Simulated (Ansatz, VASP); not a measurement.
# Cross-check of Mg (Magnesium) between VASP and Ansatz

One calculation is typed for both programs; each brings its own data sets. How far apart do they land? The cell is taken from a series of runs on this material, whose earlier steps may have relaxed, scaled, displaced or heated it; both programs get it as it stands.

Method: plane waves, with VASP 6.6.1 beside it; zone-centre phonons at LDA, in Ansatz 0.2.0.

**1. The starting structure**

It takes space group P6_3/mmc (No. 194, hexagonal). Conventional cell: a = 3.127 Å, b = 3.127 Å, c = 4.999 Å, α = 90.00°, β = 90.00°, γ = 120.00°. Mg has 12 Mg at 3.08 to 3.13 Å nearest.

**2. Ansatz: zone-centre phonons, LDA, pair 1**

Ansatz runs on its PAW soft_1 files.

Second derivatives magnify differences that forces hide, and they need a tight electronic threshold.

input.yaml reads:

```yaml
crystal:
  lattice:
    - [3.1272694289, 0.0, 0.0]
    - [-1.5636347145, 2.7082947699, 0.0]
    - [0.0, 0.0, 4.9987170397]
  atoms:
    - { symbol: Mg, position: [0.3333333333, 0.6666666667, 0.25] }
    - { symbol: Mg, position: [0.6666666667, 0.3333333333, 0.75] }
kpoints:
  mp_grid: { grid: [15, 15, 8] }
hamiltonian:
  xc: lda
  pseudopotentials: { kind: paw, azcp: { folder: soft_1 }, xc_functional: pbe }
scf:
  occupations: { method: methfessel_paxton, width: 0.2 }
output:
  eigenvalues: true
phonons:
  method: dfpt
```

Launch:

```
ansatz run input.yaml --threads 4 --pin off --max-ram 10240MiB --backend cpu --events-out ev --progress --plain --runs-dir out
```

Numbers of over 12 decimals in the logs are rounded to 6 here.

What it wrote:

```text
zone centre: on kpoints.mp_grid the ground state, and the responses unless they are solved on pairs of k-points, stand on 320 of the mesh's 1800 k-points, reduced under 4 symmetry operations, with k and −k counted as one. Each operation leaves every solved displacement unchanged or reverses it
Engine: ansatz 0.2.0, aarch64-unknown-linux-gnu
Pseudopotentials: kind: paw
Pseudopotential: Mg, paw, valence charge 10, recommended cutoff 420 eV (normal), soft_1/Mg.paw.azcp
Functional definition: SPW92
  exchange = slater_x
  correlation = pw_c
Crystal: 2 atoms, lattice volume = 42.337 Å³
Basis set: ecut = 420 eV, 833 PW (Γ), exchange–correlation on 48×48×72 points (8 copies of the dense FFT grid, shifted against one another)
Bands: 14, of which v1, the nominal top of the filled ones, is band 10 counted from 1 (9 counted from 0)
Symmetry: 24 space group operations
k-points: 320 of 1800 (irreducible under 4 space group operations, time reversal used)
Non-local potential: Mg, projectors of the file, l = 0: 3, l = 1: 2, l = 2: 1
PAW form: soft (Blöchl's): semilocal exchange-correlation on the pseudo side does not see the compensation charge
PAW frozen core: Mg, regenerated for the run's functional, and the local potential with it (the file was generated under x = pbe(κ = 0.804, μ = 0.219515), c = pbe(β = 0.066725))
PAW one-centre angular grid: Mg, 110 points (default); XC on 64 Gauss nodes
Initial density: superposition of atomic densities (chi_scale 0.1, normalization cell)
Initial wavefunctions: pseudopotential atomic-orbital guess
Functional: x = slater, c = lda
SCF iter   1: F=—  HF=-3803.256799 eV  |F-HF|=—  |Δ(HF+E_count)|=         —  Δρ=1.53e-2  dr2=1.08e-1  ethr=3.10e-3  ⟨swp⟩=5.0  Hψ=22619  notcnv=0
preconditioner: auto → none  [metal: Δε(μ)=0.035 eV  Ē_g=7.225 eV  σ=0.200 eV  W_gap=0.15  n_scr=8 (ndim 8)  ℏωp=11.4 eV  f_vac=0.000  D(μ)=0.89/eV (n_scr^D=2)  sad-step TF]
SCF iter   2: F=—  HF=-3803.226886 eV  |F-HF|=—  |Δ(HF+E_count)|=   2.99e-2  S|Δr|=    0.00e0  Δρ=9.65e-3  dr2=4.97e-2  ethr=5.40e-4  ⟨swp⟩=1.0  Hψ=7040  notcnv=0
SCF iter   3: F=—  HF=-3803.206287 eV  |F-HF|=—  |Δ(HF+E_count)|=   2.06e-2  S|Δr|=    0.00e0  Δρ=9.34e-4  dr2=4.71e-4  ethr=2.48e-4  ⟨swp⟩=2.3  Hψ=6701  notcnv=0
SCF iter   4: F=—  HF=-3803.206280 eV  |F-HF|=—  |Δ(HF+E_count)|=   6.85e-6  S|Δr|=    0.00e0  Δρ=1.67e-4  dr2=3.10e-6  ethr=2.35e-6  ⟨swp⟩=2.9  Hψ=7657  notcnv=0
SCF iter   5: F=—  HF=-3803.206286 eV  |F-HF|=—  |Δ(HF+E_count)|=   6.16e-6  S|Δr|=    0.00e0  Δρ=3.58e-6  dr2=2.30e-9  ethr=1.55e-8  ⟨swp⟩=2.0  Hψ=7119  notcnv=0
SCF iter   6: F=—  HF=-3803.206285 eV  |F-HF|=—  |Δ(HF+E_count)|=   7.46e-7  S|Δr|=    0.00e0  Δρ=2.94e-7  dr2=1.87e-11  ethr=1.15e-11  ⟨swp⟩=2.6  Hψ=8060  notcnv=0
SCF iter   7: F=-3803.206285 eV  HF=-3803.206285 eV  |F-HF|=0.00e0  |Δ(HF+E_count)|=  1.82e-12  S|Δr|=    0.00e0  Δρ=5.67e-9  dr2=1.39e-14  ethr=1.00e-12  ⟨swp⟩=6.0  Hψ=21119  notcnv=0
SCF 1 converged in 7 iterations: F = -3803.206285 eV  dr2 = 1.39e-14
  greatest PAW one-centre occupation: 1.000 electrons in one spin orbital (limit 2), on the Mg atom at site 1 (counted from 0), in its partial waves of l = 1
DFPT response loops at Γ: preconditioner auto → Kerker (q_TF=auto, 2.408 Å⁻¹) (partly filled bands, converged f_vac=0.000); β = 1.00, the filter's whole step (`scf.mixing.beta` (0.50) is not read by the response loops under this deck's `scf.mixing.preconditioner`; to damp them name `kerker` or `kerker_dos`, under which they read `scf.mixing.beta`, and type it under 1.00, their step now; both keys bind the ground state too); Broyden in place of MSR1
SCF converged after 7 iterations
Stability not checked: this state was not tested for a lower state beside it, because cold or Methfessel-Paxton smearing, or corrected tetrahedra, fill the levels in a way that the test cannot read (fill_not_monotonic; see scf.lower_state_search)
Free energy (F): -3803.206285 eV
Harris-Foulkes:  -3803.206285 eV  (|F-HF|=0.00e0)
Internal energy: -3803.204697 eV  (E = F + TS)
E sigma→0 (E₀):  -3803.205888 eV
Entropy (-TS):   -0.001588 eV (-0.794 meV/atom)
Fermi energy:    6.091093 eV
--- Per-component energies (eV) ---
  E_band       = -702.282069
  E_kinetic    = 140.158757
  E_local      = -3362.664727  (includes V_loc(G=0)·N_el)
  E_nonlocal   = 392.012989
  E_hartree    = 1142.311947
  E_xc         = -52.209571
  E_vxc        = -67.826199  (∫ρ·V_xc dr)
  E_paw        = -559.812926  (= ΣΔE_a)
  E_vpaw       = -88.586533  (= ΣTr[D̂ρ^β])
  E_aug_tail   = -0.000255  (compensation charges beyond the density's cutoff)
  E_ewald      = -1503.301870
  E_core_change = 0.300959  (= ΣΔE_core)
  E_smearing   = -0.001588  (= −TS)
  E_closure    = -0.000000  (closes the sum)
  Σ components = -3803.206285   (vs F -3803.206285, Δ=0.00e0)
--- Band table (eV; the first three rows and the last of 320) ---
  k-point 0: bands = [... 6 lower, -36.5370, -36.5370, -1.1742, 4.4072, 4.9750, 17.2812, 17.2812, 17.4539]
  k-point 1: bands = [... 6 lower, -36.5373, -36.5373, -1.0796, 3.3219, 6.2197, 17.3529, 17.3529, 17.5129]
  k-point 2: bands = [... 6 lower, -36.5381, -36.5381, -0.7964, 2.1589, 7.8604, 15.7765, 17.5590, 17.5590]
  k-point 319: bands = [... 6 lower, -36.5459, -36.5459, 3.5782, 3.5782, 8.6221, 8.6221, 10.1698, 10.1698]
--- Phonons (Γ-DFPT): 2 representative perturbations + reference, on 320 of 1800 k-points (Σ response iterations 6) ---
  k mesh reduced under 4 symmetry operations, with k and −k counted as one. Each operation leaves every solved displacement unchanged or reverses it
  ASR residual: 4.190e-6 → 0.000e0 eV/Å²; symmetrization residual: 1.915e-10 eV/Å²
  ASR residual per site (eV/Å²): 4.19e-6 4.19e-6
  Γ frequencies (cm⁻¹): 0.00 0.00 0.00 136.35 136.35 270.08
  non-analytic LO–TO correction: not included (Born effective charges unavailable; polar crystals: no LO–TO splitting at Γ)
```

In the SCF lines HF is the Harris–Foulkes energy and dr2 the Hartree energy of the density residual, in eV; the loop may stop once dr2 is under the threshold and the program's other checks hold. Hψ counts applications of the Hamiltonian.

**3. VASP: zone-centre phonons, LDA, pair 1**

The same cell, functional (in two slightly different forms), mesh and smearing now go to VASP, with its own data sets.

Lines of VASP's logs that name or quote its potential files are left out, and so is its time.

INCAR reads:

```
SYSTEM = Mg
PREC = Accurate
ENCUT = 600
EDIFF = 1E-08
NELM = 120
ISMEAR = 1
SIGMA = 0.2
LREAL = .FALSE.
ALGO = Normal
GGA = CA
NBANDS = 8
LORBIT = 11
LWAVE = .FALSE.
LCHARG = .FALSE.
ISIF = 2
IBRION = 8
LASPH = .TRUE.
GGA_COMPAT = .FALSE.
KPAR = 2
```

POSCAR reads:

```
Mg
1.0
    3.1272694289      0.0000000000      0.0000000000
   -1.5636347145      2.7082947699      0.0000000000
    0.0000000000      0.0000000000      4.9987170397
Mg
2
Direct
    0.3333333333      0.6666666667      0.2500000000
    0.6666666667      0.3333333333      0.7500000000
```

KPOINTS reads:

```
Automatic mesh
0
Gamma
15 15 8
0 0 0
```

Potentials, in the order of the species: Mg (LDA family, release 64).

Launch:

```
mpirun -np 2 vasp_std
```

What it wrote:

```text
[banner, memory and clock lines left out]
running    2 mpi-ranks, on    1 nodes
 distrk:  each k-point on    1 cores,    2 groups
 distr:  one band on    1 cores,    1 groups

 POSCAR found type information on POSCAR Mg
 POSCAR found :  1 types and       2 ions
 LDA part: xc-table for (Slater(with rela. corr.)+CA(PZ))
 , standard interpolation
 POSCAR, INCAR and KPOINTS ok, starting setup
 FFT: planning ... GRIDC
 FFT: planning ... GRID_SOFT
 FFT: planning ... GRID
 WAVECAR not read
 entering main loop
       N       E                     dE             d eps       ncg     rms          rms(c)
DAV:   1    -0.788427491961E+00   -0.78843E+00   -0.15232E+03  2160   0.409E+02
DAV:   2    -0.362775799082E+01   -0.28393E+01   -0.27487E+01  2992   0.245E+01
DAV:   3    -0.364214907678E+01   -0.14391E-01   -0.14359E-01  2936   0.222E+00
DAV:   4    -0.364217774330E+01   -0.28667E-04   -0.28665E-04  3104   0.844E-02
DAV:   5    -0.364217780672E+01   -0.63419E-07   -0.63810E-07  2960   0.267E-03    0.941E-01
DAV:   6    -0.363023116690E+01    0.11947E-01   -0.50048E-04  2576   0.141E-01    0.597E-01
DAV:   7    -0.362087367015E+01    0.93575E-02   -0.17507E-03  2360   0.260E-01    0.296E-02
DAV:   8    -0.362086441972E+01    0.92504E-05   -0.14402E-05  3440   0.219E-02    0.667E-03
DAV:   9    -0.362086337989E+01    0.10398E-05   -0.74197E-07  2576   0.456E-03    0.599E-04
DAV:  10    -0.362086335941E+01    0.20480E-07   -0.29962E-09  3200   0.383E-04    0.116E-04
DAV:  11    -0.362086335976E+01   -0.35502E-09   -0.80901E-11  1616   0.740E-05
   1 F= -.36208634E+01 E0= -.36203450E+01  d E =-.155510E-02
 Linear response reoptimize wavefunctions to high precision
DAV:   1    -0.362086335976E+01   -0.18758E-11   -0.37949E-12  2064   0.108E-05
 Linear response DOF=           2
 Linear response progress:
  Degree of freedom:   1/  2
       N       E                     dE             d eps       ncg     rms          rms(c)
RMM:   1    -0.138821242592E-02   -0.13882E-02   -0.10155E-03 16313   0.184E-01
RMM:   2    -0.139364260551E-02   -0.54302E-05   -0.58155E-06 13997   0.139E-02    0.216E-02
RMM:   3    -0.137938668987E-02    0.14256E-04   -0.24170E-07 14318   0.379E-03    0.136E-02
RMM:   4    -0.137824998373E-02    0.11367E-05   -0.51097E-07 13550   0.576E-03    0.633E-04
RMM:   5    -0.137875737918E-02   -0.50740E-06   -0.10954E-08 14840   0.569E-04    0.106E-04
RMM:   6    -0.137881665080E-02   -0.59272E-07   -0.65707E-11 14803   0.614E-05    0.131E-05
RMM:   7    -0.137884883909E-02   -0.32188E-07    0.20498E-10 15525   0.109E-05    0.220E-06
RMM:   8    -0.137884571409E-02    0.31250E-08    0.11416E-10 13477   0.240E-06    0.285E-07
 first order change of Fermi-energy   0.15914E-07
 force on displaced ion       1 direction 1 :  -0.838   0.000   0.000
 Linear response progress:
  Degree of freedom:   2/  2
       N       E                     dE             d eps       ncg     rms          rms(c)
RMM:   1    -0.138920301457E-01   -0.13892E-01   -0.77380E-02  6915   0.313E-01
RMM:   2    -0.427005241357E-02    0.96220E-02   -0.10245E-03  4747   0.406E-02    0.320E-02
RMM:   3    -0.415450233594E-02    0.11555E-03   -0.29550E-05  4771   0.133E-02    0.141E-02
RMM:   4    -0.418838224522E-02   -0.33880E-04   -0.10206E-05  4826   0.684E-03    0.525E-03
RMM:   5    -0.418970791305E-02   -0.13257E-05   -0.29396E-06  4898   0.269E-03    0.239E-04
RMM:   6    -0.418979902127E-02   -0.91108E-07    0.67966E-07  4965   0.267E-04    0.137E-04
RMM:   7    -0.418999599325E-02   -0.19697E-06   -0.18320E-07  5070   0.791E-05    0.680E-06
RMM:   8    -0.419002538890E-02   -0.29396E-07   -0.77920E-08  5158   0.109E-05    0.242E-06
RMM:   9    -0.419001167332E-02    0.13716E-07    0.87748E-09  4874   0.273E-06    0.710E-07
RMM:  10    -0.419001228089E-02   -0.60757E-09    0.39921E-09  3730   0.140E-06    0.549E-08
 first order change of Fermi-energy  -0.36184E-05
 force on displaced ion       1 direction 3 :  -0.000   0.000  -3.285
 Linear response finished
```

OUTCAR, selected parts (step 3):

```text
ion  position               nearest neighbor table
   1  0.333  0.667  0.250-   2 3.08   2 3.08   2 3.08   2 3.08   2 3.08   2 3.08
   2  0.667  0.333  0.750-   1 3.08   1 3.08   1 3.08   1 3.08   1 3.08   1 3.08

  LATTYP: Found a hexagonal cell.
 ALAT       =     3.1272694289
 C/A-ratio  =     1.5984286463

 Subroutine GETGRP returns: Found 24 space group operations
 (whereof 12 operations were pure point group operations)

The static configuration has the point symmetry D_3d.
 The point group associated with its full space group is D_6h.

 Found    135 irreducible k-points:

   k-points           NKPTS =    135   k-points in BZ     NKDIM =    135   number of bands    NBANDS=      8

   dimension x,y,z NGX =    28 NGY =   28 NGZ =   40
   dimension x,y,z NGXF=    56 NGYF=   56 NGZF=   80

   ENCUT  =  600.0 eV  44.10 Ry    6.64 a.u.   6.25  6.25  9.98*2*pi/ulx,y,z

   NELECT =       4.0000    total number of electrons

 k-points in reciprocal lattice and weights: Automatic mesh
   0.00000000  0.00000000  0.00000000       0.001
   0.06666667  0.00000000  0.00000000       0.003
   0.13333333  0.00000000  0.00000000       0.003
   0.20000000  0.00000000  0.00000000       0.003
   0.26666667  0.00000000  0.00000000       0.003
   0.33333333  0.00000000  0.00000000       0.003
   0.40000000  0.00000000  0.00000000       0.003
   0.46666667  0.00000000  0.00000000       0.003
   0.06666667  0.06666667  0.00000000       0.003
[...]
0.33333333  0.26666667  0.50000000       0.007
   0.33333333  0.33333333  0.50000000       0.001

 average (electrostatic) potential at core
       1 -38.8204       2 -38.8204

  Total        0.1311680      0.1311680      0.1347098     -0.0000000      0.0000000      0.0000000
  in kB        4.9638518      4.9638518      5.0978836     -0.0000000      0.0000000      0.0000000
  external PRESSURE =       5.0085290 kB  Pullay stress =       0.0000000 kB

  energy-cutoff  :      600.00
  volume of cell :       42.34
      direct lattice vectors                 reciprocal lattice vectors
     3.127269429  0.000000000  0.000000000     0.319767779  0.184618013  0.000000000
    -1.563634715  2.708294770  0.000000000     0.000000000  0.369236027  0.000000000
     0.000000000  0.000000000  4.998717040     0.000000000  0.000000000  0.200051332

 POSITION                                       TOTAL-FORCE (eV/Angst)
 -----------------------------------------------------------------------------------
     -0.00000      1.80553      1.24968         0.000000     -0.000000      0.000000
      1.56363      0.90276      3.74904        -0.000000      0.000000      0.000000
 -----------------------------------------------------------------------------------
    total drift:                                0.000000     -0.000000      0.000000

 Eigenvectors and eigenvalues of the dynamical matrix
 ----------------------------------------------------

   1 f  =    8.127722 THz    51.067986 2PiTHz  271.111639 cm-1    33.613544 meV
             X         Y         Z           dx          dy          dz
     -0.000000  1.805530  1.249679    -0.000000    0.000000   -0.707107
      1.563635  0.902765  3.749038     0.000000    0.000000    0.707107

   2 f  =    4.105269 THz    25.794165 2PiTHz  136.937030 cm-1    16.978020 meV
             X         Y         Z           dx          dy          dz
     -0.000000  1.805530  1.249679     0.528271   -0.470031   -0.000000
      1.563635  0.902765  3.749038    -0.528271    0.470031    0.000000

   3 f  =    4.105269 THz    25.794165 2PiTHz  136.937030 cm-1    16.978020 meV
             X         Y         Z           dx          dy          dz
     -0.000000  1.805530  1.249679    -0.470031   -0.528271    0.000000
      1.563635  0.902765  3.749038     0.470031    0.528271    0.000000

   4 f  =    0.000000 THz     0.000000 2PiTHz    0.000002 cm-1     0.000000 meV
             X         Y         Z           dx          dy          dz
     -0.000000  1.805530  1.249679    -0.699034    0.106544   -0.000000
      1.563635  0.902765  3.749038    -0.699034    0.106544    0.000000

   5 f  =    0.000000 THz     0.000000 2PiTHz    0.000000 cm-1     0.000000 meV
             X         Y         Z           dx          dy          dz
     -0.000000  1.805530  1.249679     0.106544    0.699034    0.000000
      1.563635  0.902765  3.749038     0.106544    0.699034    0.000000

   6 f  =    0.000000 THz     0.000000 2PiTHz    0.000000 cm-1     0.000000 meV
             X         Y         Z           dx          dy          dz
     -0.000000  1.805530  1.249679     0.000000    0.000000    0.707107
      1.563635  0.902765  3.749038    -0.000000    0.000000    0.707107

 ELASTIC MODULI CONTR FROM IONIC RELAXATION (kBar)
 Direction    XX          YY          ZZ          XY          YZ          ZX
 --------------------------------------------------------------------------------
 XX         -39.5665     39.5665     -0.0000      0.0000     -0.0000      0.0000
 YY          39.5665    -39.5665     -0.0000      0.0000      0.0000      0.0000
 ZZ          -0.0000     -0.0000     -0.0000      0.0000      0.0000      0.0000
 XY           0.0000      0.0000      0.0000    -39.5665     -0.0000      0.0000
 YZ          -0.0000      0.0000      0.0000     -0.0000     -0.0000      0.0000
 ZX           0.0000      0.0000      0.0000      0.0000      0.0000      0.0000
 --------------------------------------------------------------------------------
```

**4. Comparison**

Known differences besides the potentials themselves: the two LDA forms differ slightly; the data sets hold 20 valence electrons in Ansatz (on its PAW soft_1 files) and 4 in VASP; the cutoff is 420 eV in Ansatz and 600 eV in VASP; VASP's log shows a relativistic correction to its local exchange, Ansatz's none. Total energies have different zeros and are not compared.

Both answers:

```
                  quantity  Ansatz   VASP  difference
optical mode 1 to 2 (cm⁻¹)   136.3  136.9     -0.43 %
     optical mode 3 (cm⁻¹)   270.1  271.1     -0.38 %
```

Modes are paired by rising frequency, not by their patterns, so a pair may set unlike modes beside each other; they are those without the splitting of longitudinal modes.

[end of part 1 of 2]

[Lines on the potential files, build, host, timing and source positions are cut from VASP's logs without a mark.]

[Logs are printed without paths, hosts, clocks, repeated set-up lines and the standing remarks that a program may print on its own settings, such as how far it seeks lower states.]

[Hosts, paths, dates, database ids (printed as entryN), source tags and the programs' standing remarks are cut or masked in the printed files.]
